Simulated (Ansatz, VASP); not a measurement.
# In3As3H8 (InAs wire along [110], 6 atoms a period, H-terminated): VASP beside Ansatz, part 2 of 2

Aim: how closely do two programs agree when they are given the same cell, functional and k mesh? The cell is taken from a series of runs on this material, whose earlier steps may have relaxed, scaled, displaced or heated it; both programs get it as it stands.

VASP 6.6.1 and Ansatz 0.2.0.

So far: Starting point; Ansatz: single point, PBE; VASP: single point, PBE; Differences.

**5. VASP: single point, r2SCAN**

Level of this step: r2SCAN; plane waves and PAW (As, H, In_d) (VASP).

A single point takes one fixed geometry, so differences don't come from the geometry; what else differs is listed under the comparison.

The input, INCAR:

```
SYSTEM = In3As3H8
PREC = Accurate
ENCUT = 440
EDIFF = 1E-06
NELM = 120
ISMEAR = -1
SIGMA = 0.05
LREAL = .FALSE.
ALGO = Normal
METAGGA = R2SCAN
LASPH = .TRUE.
NBANDS = 45
LORBIT = 11
LWAVE = .FALSE.
LCHARG = .FALSE.
ISIF = 2
GGA_COMPAT = .FALSE.
EFERMI = MIDGAP
LMIXTAU = .TRUE.
KPAR = 4
```

The input, POSCAR:

```
In3As3H8
1.0
   13.3650000000      0.0000000000      0.0000000000
    0.0000000000     14.0840000000      0.0000000000
    0.0000000000      0.0000000000      4.5165569847
As H In
3 8 3
Direct
    0.4361923690      0.6620592910      0.0000000000
    0.6461799640      0.5000000000      0.5000000000
    0.4361923690      0.3379407090      0.0000000000
    0.5272832700      0.7273517850      0.0000000000
    0.3304043080      0.1689160000      0.5000000000
    0.2320837710      0.3715106750      0.5000000000
    0.3304043080      0.8310840000      0.5000000000
    0.2320837710      0.6284893250      0.5000000000
    0.7214613510      0.4190994630      0.5000000000
    0.7214613510      0.5809005370      0.5000000000
    0.5272832700      0.2726482150      0.0000000000
    0.5320178040      0.5000000000      0.0000000000
    0.3310370810      0.2919650260      0.5000000000
    0.3310370810      0.7080349740      0.5000000000
```

The input, KPOINTS:

```
Automatic mesh
0
Gamma
1 1 14
0 0 0
```

The projector-augmented-wave data sets are As, H and In_d (PBE family, release 64).

Command:

```sh
$ mpirun -np 4 vasp_std
```

Numbers of over 12 decimals in the logs are rounded to 6 here.

Output:

```text
[banner, memory and clock lines left out]
running    4 mpi-ranks, on    1 nodes
[...]
|                                                                             |
|               ----> ADVICE to this user running VASP <----                  |
|                                                                             |
|     You enforced a specific xc type in the INCAR file but a different       |
|     [... a line on the potential file left out ...]
|     I HOPE YOU KNOW WHAT YOU ARE DOING!                                     |
|                                                                             |

 LDA part: xc-table for (None), standard interpolation
 POSCAR, INCAR and KPOINTS ok, starting setup
[...]
entering main loop
       N       E                     dE             d eps       ncg     rms          rms(c)
DAV:   1     0.308174201616E+03    0.30817E+03   -0.21289E+04   848   0.915E+02
DAV:   2    -0.105908392056E+03   -0.41408E+03   -0.40456E+03   880   0.249E+02
DAV:   3    -0.149205853759E+03   -0.43297E+02   -0.43050E+02   896   0.107E+02
DAV:   4    -0.151067741472E+03   -0.18619E+01   -0.18590E+01   944   0.277E+01
[...]
DAV:  31    -0.138007377027E+03   -0.27297E-05   -0.14584E-05   696   0.254E-02    0.263E-03
DAV:  32    -0.138007373617E+03    0.34096E-05   -0.17056E-05   691   0.237E-02    0.214E-03
DAV:  33    -0.138007372853E+03    0.76484E-06   -0.67507E-06   632   0.148E-02
   1 F= -.13800737E+03 E0= -.13800737E+03  d E =-.803983E-11
```

From OUTCAR (step 5):

```text
  Total       -2.4132743     -2.6375726     -2.1769277      0.0000000      0.0000000      0.0000000
  in kB       -4.5479407     -4.9706426     -4.1025334      0.0000000      0.0000000      0.0000000
  external PRESSURE =      -4.5403722 kB  Pullay stress =       0.0000000 kB

 POSITION                                       TOTAL-FORCE (eV/Angst)
 -----------------------------------------------------------------------------------
      5.82971      9.32444      0.00000         0.187183      0.023757      0.000000
      8.63620      7.04200      2.25828         0.169355      0.000000      0.000000
      5.82971      4.75956      0.00000         0.187183     -0.023757      0.000000
      7.04714     10.24402      0.00000        -0.189956     -0.142316      0.000000
      4.41585      2.37901      2.25828         0.002609      0.169748      0.000000
      3.10180      5.23236      2.25828         0.124825     -0.110671      0.000000
      4.41585     11.70499      2.25828         0.002609     -0.169748      0.000000
      3.10180      8.85164      2.25828         0.124825      0.110671      0.000000
      9.64233      5.90260      2.25828        -0.168834      0.167932      0.000000
      9.64233      8.18140      2.25828        -0.168834     -0.167932      0.000000
      7.04714      3.83998      0.00000        -0.189956      0.142316      0.000000
      7.11042      7.04200      0.00000        -0.077210      0.000000      0.000000
      4.42431      4.11204      2.25828        -0.001898      0.011534      0.000000
      4.42431      9.97196      2.25828        -0.001898     -0.011534      0.000000
 -----------------------------------------------------------------------------------
    total drift:                               -0.000092      0.000000     -0.000000

  FREE ENERGIE OF THE ION-ELECTRON SYSTEM (eV)
  ---------------------------------------------------
  free  energy   TOTEN  =      -138.0073728526 eV

  energy  without entropy=     -138.0073728526  energy(sigma->0) =     -138.00737285

[... 3 further parts left out ...]
[key lines of the parts left out:]
E-fermi :  -2.6420
```

**6. Ansatz: single point, r2SCAN**

The same cell, functional, mesh and smearing now go to Ansatz, which takes its cutoff from its data sets.

The cell is taken from a series of runs on this material, whose earlier steps may have relaxed, scaled, displaced or heated it; both programs get it as it stands.

The input, input.yaml:

```yaml
crystal:
  lattice:
    - [13.365, 0.0, 0.0]
    - [0.0, 14.084, 0.0]
    - [0.0, 0.0, 4.5165569847]
  atoms:
    - { symbol: As, position: [0.436192369, 0.662059291, 0.0] }
    - { symbol: H, position: [0.52728327, 0.727351785, 0.0] }
    - { symbol: In, position: [0.532017804, 0.5, 0.0] }
    - { symbol: H, position: [0.330404308, 0.168916, 0.5] }
    - { symbol: H, position: [0.232083771, 0.371510675, 0.5] }
    - { symbol: H, position: [0.330404308, 0.831084, 0.5] }
    - { symbol: H, position: [0.232083771, 0.628489325, 0.5] }
    - { symbol: In, position: [0.331037081, 0.291965026, 0.5] }
    - { symbol: In, position: [0.331037081, 0.708034974, 0.5] }
    - { symbol: As, position: [0.646179964, 0.5, 0.5] }
    - { symbol: H, position: [0.721461351, 0.419099463, 0.5] }
    - { symbol: H, position: [0.721461351, 0.580900537, 0.5] }
    - { symbol: As, position: [0.436192369, 0.337940709, 0.0] }
    - { symbol: H, position: [0.52728327, 0.272648215, 0.0] }
kpoints:
  mp_grid: { grid: [1, 1, 14] }
  band_path: { path: ["Γ", Z], npoints: 90 }
scf:
  occupations: { method: fermi_dirac, width: 0.05 }
hamiltonian:
  xc: r2scan
  pseudopotentials: { kind: paw, azcp: { folder: soft_1 } }
```

Command:

```sh
$ ansatz run input.yaml --threads 4 --pin off --max-ram 16384MiB --backend cpu --events-out ev --progress --plain --runs-dir out
```

Output:

```text
[...]
Crystal: 14 atoms, lattice volume = 850.164 Å³
Basis set: ecut = 500 eV, 21615 PW (Γ), exchange–correlation on 400×432×144 points (64 copies of the dense FFT grid, shifted against one another)
Bands: 60, of which v1, the nominal top of the filled ones, is band 46 counted from 1 (45 counted from 0)
Symmetry: 4 space group operations
[...]
k-points: 8 of 14
[...]
--- Band table (eV; the first three rows and the last of 8) ---
  k-point 0: bands = [... 42 lower, -4.3185, -3.7796, -3.3239, -3.2460, -0.7498, 0.0555, 0.1228, 1.2116, ... 10 higher]
  k-point 1: bands = [... 42 lower, -4.2168, -3.8497, -3.3901, -3.3273, -0.5733, 0.2508, 0.3013, 1.2122, ... 10 higher]
  k-point 2: bands = [... 42 lower, -4.2644, -4.0399, -3.5063, -3.4812, -0.1838, 0.6551, 0.7047, 1.1928, ... 10 higher]
  k-point 7: bands = [... 42 lower, -4.5229, -4.5022, -4.1230, -4.0740, 0.1478, 0.6509, 1.2241, 1.2253, ... 10 higher]
[key lines of the parts left out:]
SCF converged after 9 iterations
Free energy (F): -31555.503153 eV
Fermi energy:    -1.985374 eV
```

**7. Differences**

What differs besides the data sets and the points named for the pairs above, as far as they apply: VASP keeps PBE cores, Ansatz makes them for the functional; the data sets hold 92 valence electrons in Ansatz (on its PAW soft_1 files) and 62 in VASP; the cutoff is 500 eV in Ansatz and 440 eV in VASP. Total energies have different zeros and are not compared.

Both answers:

```
              quantity  Ansatz   VASP  difference
gap on the k mesh (eV)   2.496  2.491      +0.005
```

A gap on the mesh is an upper bound, since the band edges may lie between its points.

**8. Results**

```yaml
difference_in_gap_on_the_k_mesh_single_point_pbe: 0.0013 eV
difference_in_gap_on_the_k_mesh_single_point_r2scan: 0.0047 eV
```

What this shows: The difference in gap on the k mesh is 0.0047 eV (single point, r2SCAN), within the 0.08 eV picked in this series as the mark of a large difference. The data sets hold unlike numbers of valence electrons (92 in Ansatz and 62 in VASP), so part of the differences may come from the potentials. Such differences can come from data sets, numerical settings and the points named under the comparisons, not from the functional's error against experiment.

[Lines on the potential files, build, host, timing and source positions are cut from VASP's logs without a mark.]

[Logs are printed without paths, hosts, clocks, repeated set-up lines and the standing remarks that a program may print on its own settings, such as how far it seeks lower states.]

[Hosts, paths, dates, database ids (printed as entryN), source tags and the programs' standing remarks are cut or masked in the printed files.]
